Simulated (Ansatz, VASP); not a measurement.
**Ru (Ruthenium): VASP beside Ansatz**

One calculation is typed for both programs; each brings its own data sets. How far apart do they land? The cell is taken from a series of runs on this material, whose earlier steps may have relaxed, scaled, displaced or heated it; both programs get it as it stands.

Main program and level: Ansatz 0.2.0; plane waves, with VASP 6.6.1 beside it; zone-centre phonons at PBEsol.

## Step 1: Starting point

Symmetry: P6_3/mmc, No. 194, hexagonal system. Conventional cell: a = 2.681 Å, b = 2.681 Å, c = 4.236 Å, α = 90.00°, β = 90.00°, γ = 120.00°. Nearest to Ru lie 12 Ru at 2.62 to 2.68 Å.

Coordinates:

```
Ru
1.0
     2.68109    0.00000    0.00000
    -1.34055    2.32189    0.00000
     0.00000    0.00000    4.23638
Ru
2
Direct
  0.33333 0.66667 0.25000
  0.66667 0.33333 0.75000
```

## Step 2: VASP: zone-centre phonons, PBEsol

Second derivatives magnify differences that forces hide, and they need a tight electronic threshold.

Lines of VASP's logs that name or quote its potential files are left out, and so is its time.

The input, INCAR:

```
SYSTEM = Ru
PREC = Accurate
ENCUT = 500
EDIFF = 1E-08
NELM = 120
ISMEAR = 1
SIGMA = 0.2
LREAL = .FALSE.
ALGO = Normal
GGA = PS
NBANDS = 20
LASPH = .TRUE.
LORBIT = 11
LWAVE = .FALSE.
LCHARG = .FALSE.
ISIF = 2
IBRION = 8
GGA_COMPAT = .FALSE.
KPAR = 2
```

The input, POSCAR:

```
Ru
1.0
    2.6810911677      0.0000000000      0.0000000000
   -1.3405455839      2.3218930611      0.0000000000
    0.0000000000      0.0000000000      4.2363781414
Ru
2
Direct
    0.3333333333      0.6666666667      0.2500000000
    0.6666666667      0.3333333333      0.7500000000
```

The input, KPOINTS:

```
Automatic mesh
0
Gamma
18 18 12
0 0 0
```

The projector-augmented-wave data sets are Ru_pv (PBE family, release 64).

Launch:

```
$ mpirun -np 2 vasp_std
```

Numbers of over 12 decimals in the logs are rounded to 6 here.

What it wrote:

```text
[banner, memory and clock lines left out]
running    2 mpi-ranks, on    1 nodes
 distrk:  each k-point on    1 cores,    2 groups
 distr:  one band on    1 cores,    1 groups

 POSCAR found type information on POSCAR Ru
 POSCAR found :  1 types and       2 ions
|                                                                             |
|               ----> ADVICE to this user running VASP <----                  |
|                                                                             |
|     You enforced a specific xc type in the INCAR file but a different       |
|     [... a line on the potential file left out ...]
|     I HOPE YOU KNOW WHAT YOU ARE DOING!                                     |
|                                                                             |

 LDA part: xc-table for (Slater+PW92), standard interpolation
 POSCAR, INCAR and KPOINTS ok, starting setup
 FFT: planning ... GRIDC
 FFT: planning ... GRID_SOFT
 FFT: planning ... GRID
 WAVECAR not read
 entering main loop
       N       E                     dE             d eps       ncg     rms          rms(c)
DAV:   1     0.279561101200E+03    0.27956E+03   -0.17369E+04 10392   0.152E+03
DAV:   2    -0.160585065685E+02   -0.29562E+03   -0.28729E+03 10652   0.454E+02
DAV:   3    -0.218694875291E+02   -0.58110E+01   -0.57716E+01 11880   0.713E+01
DAV:   4    -0.219144636912E+02   -0.44976E-01   -0.44939E-01 13436   0.592E+00
DAV:   5    -0.219150576862E+02   -0.59400E-03   -0.59228E-03 11644   0.595E-01    0.207E+01
DAV:   6    -0.204411935672E+02    0.14739E+01   -0.33612E+00 12140   0.184E+01    0.554E+00
DAV:   7    -0.203494086487E+02    0.91785E-01   -0.63983E-01 11856   0.588E+00    0.101E+00
DAV:   8    -0.203410679365E+02    0.83407E-02   -0.25228E-02 11680   0.124E+00    0.433E-01
DAV:   9    -0.203394409439E+02    0.16270E-02   -0.28116E-03 11796   0.598E-01    0.474E-02
DAV:  10    -0.203394222513E+02    0.18693E-04   -0.19780E-04 11696   0.144E-01    0.260E-02
DAV:  11    -0.203394241838E+02   -0.19325E-05   -0.44967E-06 11980   0.204E-02    0.224E-03
DAV:  12    -0.203394241025E+02    0.81282E-07   -0.45353E-07 11660   0.622E-03    0.135E-03
DAV:  13    -0.203394241131E+02   -0.10645E-07   -0.58432E-09  7688   0.827E-04    0.426E-04
DAV:  14    -0.203394241248E+02   -0.11613E-07   -0.75570E-10  7260   0.250E-04    0.121E-04
DAV:  15    -0.203394241212E+02    0.35411E-08   -0.37727E-10  6756   0.211E-04
   1 F= -.20339424E+02 E0= -.20339596E+02  d E =0.516161E-03
 Linear response reoptimize wavefunctions to high precision
DAV:   1    -0.203394241223E+02   -0.10732E-08   -0.20478E-11  6968   0.497E-05
DAV:   2    -0.203394241223E+02   -0.23647E-10   -0.48273E-12  6364   0.184E-05
 Linear response DOF=           2
 Linear response progress:
  Degree of freedom:   1/  2
       N       E                     dE             d eps       ncg     rms          rms(c)
RMM:   1    -0.514826643274E+00   -0.51483E+00    0.28917E+00 46354   0.594E+01
RMM:   2    -0.615763000304E+00   -0.10094E+00   -0.11390E-01 63617   0.286E+00    0.151E-01
RMM:   3    -0.614300880057E+00    0.14621E-02   -0.34825E-03 73789   0.497E-01    0.679E-02
RMM:   4    -0.612899734693E+00    0.14011E-02   -0.52164E-04 73758   0.179E-01    0.258E-02
RMM:   5    -0.612689286058E+00    0.21045E-03   -0.47195E-05 87950   0.449E-02    0.101E-02
RMM:   6    -0.612586644632E+00    0.10264E-03   -0.41111E-05 77792   0.126E-02    0.549E-03
RMM:   7    -0.612581160374E+00    0.54843E-05   -0.32443E-05 77623   0.706E-03    0.724E-04
RMM:   8    -0.612601262800E+00   -0.20102E-04   -0.20383E-05 94564   0.236E-03    0.321E-04
RMM:   9    -0.612608427017E+00   -0.71642E-05   -0.10879E-05 87003   0.956E-04    0.678E-05
RMM:  10    -0.612609128424E+00   -0.70141E-06   -0.68804E-06100653   0.493E-04    0.191E-05
RMM:  11    -0.612609468520E+00   -0.34010E-06   -0.36476E-06 86081   0.286E-04    0.831E-06
RMM:  12    -0.612609422503E+00    0.46017E-07   -0.20917E-06 94101   0.190E-04    0.355E-06
RMM:  13    -0.612609358026E+00    0.64477E-07   -0.10611E-06100122   0.136E-04    0.164E-06
RMM:  14    -0.612609423078E+00   -0.65052E-07   -0.66572E-07 87980   0.111E-04    0.294E-07
RMM:  15    -0.612609425838E+00   -0.27594E-08   -0.39898E-07 83335   0.931E-05    0.540E-07
RMM:  16    -0.612609438001E+00   -0.12164E-07   -0.26711E-07 79209   0.840E-05    0.355E-07
RMM:  17    -0.612609458453E+00   -0.20452E-07   -0.15568E-07 84926   0.792E-05    0.475E-07
RMM:  18    -0.612609446059E+00    0.12394E-07   -0.11600E-07 74655   0.753E-05    0.352E-07
RMM:  19    -0.612609454841E+00   -0.87816E-08   -0.65298E-08 64293   0.726E-05    0.557E-08
 first order change of Fermi-energy  -0.12362E-05
 force on displaced ion       1 direction 1 :  -8.233   0.001   0.000
 Linear response progress:
  Degree of freedom:   2/  2
       N       E                     dE             d eps       ncg     rms          rms(c)
RMM:   1    -0.631066810367E+00   -0.63107E+00    0.34076E+00 15970   0.602E+01
RMM:   2    -0.744421918910E+00   -0.11336E+00   -0.12876E-01 22063   0.299E+00    0.150E-01
RMM:   3    -0.744189266661E+00    0.23265E-03   -0.21731E-03 25601   0.465E-01    0.757E-02
RMM:   4    -0.743425182929E+00    0.76408E-03   -0.50990E-04 25080   0.172E-01    0.229E-02
RMM:   5    -0.743269159487E+00    0.15602E-03    0.27924E-05 29673   0.536E-02    0.144E-02
RMM:   6    -0.743190047520E+00    0.79112E-04   -0.25005E-05 26581   0.169E-02    0.101E-02
RMM:   7    -0.743142732979E+00    0.47315E-04    0.12947E-05 25456   0.103E-02    0.245E-03
RMM:   8    -0.743137533216E+00    0.51998E-05    0.30280E-06 29785   0.399E-03    0.698E-04
RMM:   9    -0.743144712296E+00   -0.71791E-05    0.67778E-06 28279   0.166E-03    0.982E-05
RMM:  10    -0.743145813866E+00   -0.11016E-05    0.39360E-06 28524   0.697E-04    0.426E-05
RMM:  11    -0.743146975778E+00   -0.11619E-05    0.19401E-06 31641   0.364E-04    0.117E-05
RMM:  12    -0.743147379514E+00   -0.40374E-06    0.16024E-06 29635   0.227E-04    0.367E-06
RMM:  13    -0.743147516385E+00   -0.13687E-06    0.73541E-07 34053   0.154E-04    0.169E-06
RMM:  14    -0.743147562316E+00   -0.45931E-07    0.10115E-06 31801   0.117E-04    0.162E-06
RMM:  15    -0.743147720210E+00   -0.15789E-06   -0.17883E-08 29016   0.105E-04    0.253E-06
RMM:  16    -0.743147649715E+00    0.70494E-07    0.64411E-07 28932   0.904E-05    0.260E-07
RMM:  17    -0.743147723178E+00   -0.73463E-07   -0.63885E-08 25770   0.807E-05    0.301E-07
RMM:  18    -0.743147708764E+00    0.14414E-07    0.20125E-07 20118   0.762E-05    0.261E-07
RMM:  19    -0.743147733721E+00   -0.24957E-07    0.83037E-09 24076   0.739E-05    0.137E-07
RMM:  20    -0.743147729584E+00    0.41370E-08    0.96744E-08 20276   0.719E-05    0.129E-07
 first order change of Fermi-energy   0.10222E-03
 force on displaced ion       1 direction 3 :   0.000   0.000 -14.443
 Linear response finished
```

From OUTCAR (step 2):

```text
ion  position               nearest neighbor table
   1  0.333  0.667  0.250-   2 2.62   2 2.62   2 2.62   2 2.62   2 2.62   2 2.62
   2  0.667  0.333  0.750-   1 2.62   1 2.62   1 2.62   1 2.62   1 2.62   1 2.62

  LATTYP: Found a hexagonal cell.
 ALAT       =     2.6810911677
 C/A-ratio  =     1.5800947735

 Subroutine GETGRP returns: Found 24 space group operations
 (whereof 12 operations were pure point group operations)

The static configuration has the point symmetry D_3d.
 The point group associated with its full space group is D_6h.

 Found    259 irreducible k-points:

   k-points           NKPTS =    259   k-points in BZ     NKDIM =    259   number of bands    NBANDS=     20

   dimension x,y,z NGX =    20 NGY =   20 NGZ =   32
   dimension x,y,z NGXF=    40 NGYF=   40 NGZF=   64

   ENCUT  =  500.0 eV  36.75 Ry    6.06 a.u.   4.89  4.89  7.72*2*pi/ulx,y,z

   NELECT =      28.0000    total number of electrons

 k-points in reciprocal lattice and weights: Automatic mesh
   0.00000000  0.00000000  0.00000000       0.000
   0.05555556 -0.00000000  0.00000000       0.002
   0.11111111 -0.00000000  0.00000000       0.002
   0.16666667 -0.00000000  0.00000000       0.002
   0.22222222  0.00000000  0.00000000       0.002
   0.27777778  0.00000000  0.00000000       0.002
   0.33333333 -0.00000000  0.00000000       0.002
   0.38888889 -0.00000000  0.00000000       0.002
   0.44444444  0.00000000  0.00000000       0.002
[...]
0.33333333  0.27777778  0.50000000       0.003
   0.33333333  0.33333333  0.50000000       0.001

 average (electrostatic) potential at core
       1 -66.6229       2 -66.6229

  Total        0.5772718      0.5772718      0.5751656     -0.0000000      0.0000000      0.0000000
  in kB       35.0705358     35.0705358     34.9425829     -0.0000000      0.0000000      0.0000000
  external PRESSURE =      35.0278849 kB  Pullay stress =       0.0000000 kB

  energy-cutoff  :      500.00
  volume of cell :       26.37
      direct lattice vectors                 reciprocal lattice vectors
     2.681091168  0.000000000  0.000000000     0.372982468  0.215341528  0.000000000
    -1.340545584  2.321893061  0.000000000     0.000000000  0.430683056  0.000000000
     0.000000000  0.000000000  4.236378141     0.000000000  0.000000000  0.236050694

 POSITION                                       TOTAL-FORCE (eV/Angst)
 -----------------------------------------------------------------------------------
     -0.00000      1.54793      1.05909         0.000000     -0.000000      0.000000
      1.34055      0.77396      3.17728        -0.000000      0.000000      0.000000
 -----------------------------------------------------------------------------------
    total drift:                               -0.000000      0.000000     -0.000000

 Eigenvectors and eigenvalues of the dynamical matrix
 ----------------------------------------------------

   1 f  =    8.357767 THz    52.513397 2PiTHz  278.785089 cm-1    34.564930 meV
             X         Y         Z           dx          dy          dz
     -0.000000  1.547929  1.059095     0.000000   -0.000000    0.707107
      1.340546  0.773964  3.177284    -0.000000   -0.000000   -0.707107

   2 f  =    6.310109 THz    39.647585 2PiTHz  210.482586 cm-1    26.096503 meV
             X         Y         Z           dx          dy          dz
     -0.000000  1.547929  1.059095     0.449800   -0.545600    0.000000
      1.340546  0.773964  3.177284    -0.449800    0.545600   -0.000000

   3 f  =    6.310109 THz    39.647585 2PiTHz  210.482586 cm-1    26.096503 meV
             X         Y         Z           dx          dy          dz
     -0.000000  1.547929  1.059095     0.545600    0.449800   -0.000000
      1.340546  0.773964  3.177284    -0.545600   -0.449800    0.000000

   4 f  =    0.000000 THz     0.000000 2PiTHz    0.000002 cm-1     0.000000 meV
             X         Y         Z           dx          dy          dz
     -0.000000  1.547929  1.059095     0.549278    0.154940    0.417478
      1.340546  0.773964  3.177284     0.549278    0.154940    0.417478

   5 f  =    0.000000 THz     0.000000 2PiTHz    0.000002 cm-1     0.000000 meV
             X         Y         Z           dx          dy          dz
     -0.000000  1.547929  1.059095     0.432532   -0.028015   -0.558687
      1.340546  0.773964  3.177284     0.432532   -0.028015   -0.558687

   6 f/i=    0.000000 THz     0.000001 2PiTHz    0.000004 cm-1     0.000001 meV
             X         Y         Z           dx          dy          dz
     -0.000000  1.547929  1.059095    -0.105878    0.689354   -0.116537
      1.340546  0.773964  3.177284    -0.105878    0.689354   -0.116537

 ELASTIC MODULI CONTR FROM IONIC RELAXATION (kBar)
 Direction    XX          YY          ZZ          XY          YZ          ZX
 --------------------------------------------------------------------------------
 XX         -71.8689     71.8689     -0.0000      0.0000      0.0000      0.0000
 YY          71.8689    -71.8689      0.0000      0.0000      0.0000      0.0000
 ZZ          -0.0000      0.0000     -0.0000     -0.0000      0.0000      0.0000
 XY           0.0000      0.0000     -0.0000    -71.8689      0.0000      0.0000
 YZ           0.0000      0.0000      0.0000      0.0000      0.0000      0.0000
 ZX           0.0000      0.0000      0.0000      0.0000      0.0000      0.0000
 --------------------------------------------------------------------------------
```

(Part 1 of 2 ends here.)

[Lines on the potential files, build, host, timing and source positions are cut from VASP's logs without a mark.]

[Logs are printed without paths, hosts, clocks, repeated set-up lines and the standing remarks that a program may print on its own settings, such as how far it seeks lower states.]

[Hosts, paths, dates, database ids (printed as entryN), source tags and the programs' standing remarks are cut or masked in the printed files.]
